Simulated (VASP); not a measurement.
Input of a VASP 6.6.1 run:

Contents of INCAR:

```
SYSTEM = Be2ZnO3
ALGO = Normal
EDIFF = 1E-6
ENCUT = 520
ISIF = 2
ISMEAR = 0
KPAR = 2
LASPH = .True.
LCHARG = .False.
LMIXTAU = .True.
LREAL = .False.
LWAVE = .False.
METAGGA = R2SCAN
NBANDS = 26
NELM = 150
PREC = Accurate
SIGMA = 0.03
```

The input KPOINTS:

```
k-points
0
Gamma
  10 10 4
  0 0 0
```

POSCAR

```
Be2ZnO3                                 
1.0
    2.8730141721      0.0000000000      0.0000000000
   -1.4365070860      2.4881032572      0.0000000000
    0.0000000000     -0.0000000000      7.2684411512
  Be              Zn              O             
     2     1     3
Direct
     0.3333333300000021    0.6666666699999979    0.3614248593352191
     0.6666666699999979    0.3333333300000021    0.6607716112059594
     0.0000000000000000    0.0000000000000000    0.0158273881704353
     0.3333333300000021    0.6666666699999979    0.5841833811695312
     0.6666666699999979    0.3333333300000021    0.8807876085973602
     0.0000000000000000    0.0000000000000000    0.2870946315214866
```

Potentials or basis: VASP PAW PBE potentials, release 64 (Be, Zn, O).

Command:

```console
$ cat potpaw_PBE.64/Be/POTCAR potpaw_PBE.64/Zn/POTCAR potpaw_PBE.64/O/POTCAR > POTCAR
$ mpirun -np 2 vasp_std > vasp.out
```

(1) What does it give for the band gap on the k mesh?

(2) Predict the pressure.

(3) What does it give for the largest force?

Answers

(1) 2.90 eV, direct.

(2) -5.2 GPa.

(3) 0.315 eV/Å.

Caveat: the PAW data sets were made with another functional, which shifts forces and pressure a little.
